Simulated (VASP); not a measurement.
VASP input:

### INCAR
```
SYSTEM = GaP
PREC = Accurate; ENCUT = 520; LREAL = .FALSE.
LASPH = .TRUE.
EDIFF = 1E-7; NELM = 100; ALGO = Normal
LMAXMIX = 4
ISMEAR = -5
GGA = PE; IVDW = 12
ISIF = 2
LWAVE = .FALSE.; LCHARG = .TRUE.; LORBIT = 11
NEDOS = 601
```

**POSCAR**
```
GaP
1
   -0.0000000000     2.7225724264     2.7225724264
    2.7225724264     0.0000000000     2.7225724264
    2.7225724264     2.7225724264    -0.0000000000
Ga P
1 1
Direct
  0.0000000000   0.0000000000   0.0000000000
  0.2500000000   0.2500000000   0.2500000000
```

KPOINTS:
```
Automatic mesh
0
Gamma
  9 9 9
```

POTCAR, in this order: Ga_d P (PBE.64 set). Program: vasp_std.

Q: Translate this PBE-D3(BJ) calculation to Ansatz.

A: One equivalent input (not run):
Ansatz 0.2 input:
```yaml
crystal:
  lattice:
    - [0.0000000, 2.7225724, 2.7225724]
    - [2.7225724, 0.0000000, 2.7225724]
    - [2.7225724, 2.7225724, 0.0000000]
  atoms:
    - { symbol: Ga, position: [0.0000000, 0.0000000, 0.0000000] }
    - { symbol: P, position: [0.2500000, 0.2500000, 0.2500000] }
kpoints:
  mp_grid: { grid: [9, 9, 9] }
hamiltonian:
  xc: pbe
  dispersion: d3bj
  pseudopotentials: { kind: paw }
scf:
  occupations: { method: tetrahedron }
  max_iter: 100
output: { forces: true, stress: true, eigenvalues: true }
```
What does not carry over: each code has its own PAW files, so the cut-off isn't converted (ENCUT is set for VASP's; basis.ecutwfc is left out, and Ansatz then takes the one that its files recommend); Ansatz stops its SCF on the density residual and VASP on the energy change (EDIFF).

The compound is GaP in the zinc blende structure. It was relaxed first.
